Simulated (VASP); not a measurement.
Given:

```yaml
crystal:
  lattice:
    - [0.00000, 4.14136, 4.14136]
    - [4.14136, 0.00000, 4.14136]
    - [4.14136, 4.14136, 0.00000]
  atoms:
    - { symbol: Rb, position: [0.25000, 0.25000, 0.25000] }
    - { symbol: Rb, position: [0.75000, 0.75000, 0.75000] }
    - { symbol: Te, position: [0.00000, 0.00000, 0.00000] }
```

All values below come from LDA (Ceperley-Alder, Perdew-Zunger), VASP's LDA PAW potentials (set 64) (plane waves; VASP 6.6.1). Numerical set-up: 400 eV cut-off, Gaussian smearing of 0.050 eV, potentials Rb_sv Te.

Unless said otherwise, spin-orbit coupling is left out, though it shifts the bands of the heavy elements here.

Estimate the band gap (along the path) with the smallest direct gap where there is one.

The band gap (along the path) is 1.81 eV and the smallest direct gap (along the path) is 2.12 eV.

The absolute energy has meaning only against runs of the same code, potentials and settings.

The structure comes from a computed database's Rb2Te entry (Fm-3m); how it stands against other phases isn't given here. It was relaxed first, which changed the volume by -9 %.
